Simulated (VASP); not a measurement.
Set up this calculation in VASP 6.6.1, as the native input.

```yaml
Task: relaxation of cell and atoms
Functional: PBE
Potentials_or_basis: VASP PAW PBE potentials, release 64 (Cu)
Cutoff: 600 eV
k_mesh: 20 × 20 × 20
Occupations: gaussian, width 0.1 eV
Spin: no spin polarisation
Further_INCAR_settings: ALGO = Normal; EDIFF = 1e-07; IBRION = 2; EDIFFG = -0.004; NSW = 80; ISIF = 3
```

The structure of Cu lies in POSCAR:

```
Cu
1.0
    0.0000000000      1.8075000000      1.8075000000
    1.8075000000      0.0000000000      1.8075000000
    1.8075000000      1.8075000000      0.0000000000
Cu
1
Direct
    0.0000000000      0.0000000000      0.0000000000
```

One way to write it, as run:

INCAR

```
SYSTEM = Cu
ALGO     = Normal         ! electronic algorithm
EDIFF    = 1E-7           ! SCF threshold, eV
EDIFFG   = -0.004         ! ionic threshold
ENCUT    = 600            ! plane-wave cutoff, eV
GGA      = PE             ! functional
IBRION   = 2              ! ionic algorithm
ISIF     = 3              ! what is computed and relaxed
ISMEAR   = 0              ! smearing method
LASPH    = .True.         ! aspherical terms in the spheres
LCHARG   = .False.        ! write CHGCAR
LREAL    = .False.        ! projectors in reciprocal space
LWAVE    = .False.        ! write WAVECAR
NELM     = 100            ! most SCF steps
NSW      = 80             ! ionic steps
PREC     = Accurate       ! precision mode
SIGMA    = 0.1            ! smearing width, eV
```

KPOINTS

```
k-points
0
Gamma
  20 20 20
  0 0 0
```

Potentials or basis: VASP PAW PBE potentials, release 64 (Cu).

Run with:

```console
$ cat potpaw_PBE.64/Cu/POTCAR > POTCAR
$ mpirun -np 1 vasp_std > vasp.out
```

Results of the run:

```json
{
  "Relaxed volume": "12.01 Å³/atom",
  "Relaxed cell": "a = 2.570 Å, b = 2.570 Å, c = 2.570 Å, α = 60.00°, β = 60.00°, γ = 60.00°",
  "Space group after relaxing (to 0.05 Å)": "Fm-3m (No. 225)",
  "Energy gained by relaxing": "1.4 meV/atom",
  "Ionic steps": "3",
  "Pressure after relaxing": "0.0 GPa",
  "Band gap on the k mesh": "none (metal or under the smearing width)"
}
```

It took 23 s on 1 thread of Intel(R) Xeon(R) 6975P-C (Granite Rapids) (shared host), peak memory 0.15 GiB.
